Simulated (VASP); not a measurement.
Write the native input for VASP 6.6.1 that does the following.

- Task: single point
- Functional: r2SCAN
- Potentials or basis: VASP PAW PBE potentials, release 64 (Mg, W_sv)
- Cutoff: 520 eV
- k mesh: 4 × 4 × 4
- Occupations: gaussian, width 0.1 eV
- Spin: no spin polarisation
- Dipole correction: no
- Further INCAR settings: ALGO = Normal; EDIFF = 1e-06; NBANDS = 24

Crystal: MgW.

```
Mg W
1.0
     4.68000    0.00000    0.00000
     0.00000    5.66000    0.00000
    -0.02834    0.00000    4.91992
Mg W
2 2
Direct
  0.50000 0.32000 0.75000
  0.50000 0.68000 0.25000
  0.00000 0.81800 0.75000
  0.00000 0.18200 0.25000
```

One way to write it, as run:

POSCAR

```
MgW
1.0
    4.6800000000      0.0000000000      0.0000000000
    0.0000000000      5.6600000000      0.0000000000
   -0.0283400000      0.0000000000      4.9199200000
Mg W
2 2
Direct
    0.5000000000      0.3200000000      0.7500000000
    0.5000000000      0.6800000000      0.2500000000
    0.0000000000      0.8180000000      0.7500000000
    0.0000000000      0.1820000000      0.2500000000
```

INCAR.step1

```
PREC = Accurate
ENCUT = 520
ISMEAR = 0
SIGMA = 0.1
LREAL = False
LASPH = True
NELM = 100
NBANDS = 24
GGA = PE
ALGO = Normal
EDIFF = 1E-4
LWAVE = True
LCHARG = False
```

INCAR.step2

```
PREC = Accurate
ENCUT = 520
EDIFF = 1E-6
ISMEAR = 0
SIGMA = 0.1
LREAL = False
LASPH = True
NELM = 100
ALGO = Normal
ISIF = 2
LWAVE = False
LCHARG = False
METAGGA = R2SCAN
LMIXTAU = True
NBANDS = 24
ISTART = 1
```

KPOINTS

```
Automatic mesh
0
Gamma
  4 4 4
```

Potentials or basis: VASP PAW PBE potentials, release 64 (Mg, W_sv).

Launch:

```console
$ cat potpaw_PBE.64/Mg/POTCAR potpaw_PBE.64/W_sv/POTCAR > POTCAR
$ cp INCAR.step1 INCAR
$ mpirun -np 1 vasp_std > vasp.out
$ cp INCAR.step2 INCAR
$ mpirun -np 1 vasp_std > vasp.out
```

Results of the run:

- Pressure: -22.4 GPa
- Largest force: 3.016 eV/Å
- Band gap on the k mesh: none (metal or under the smearing width)

Caveat: so large a pressure means that the cell lies far from this level's equilibrium, or that cutoff or potentials fall short; the potentials were made for another functional, which shifts forces and pressure.

It took 2.6 min on 1 thread of Intel(R) Xeon(R) Platinum 8488C (Sapphire Rapids) (shared host), peak memory 0.3 GiB.
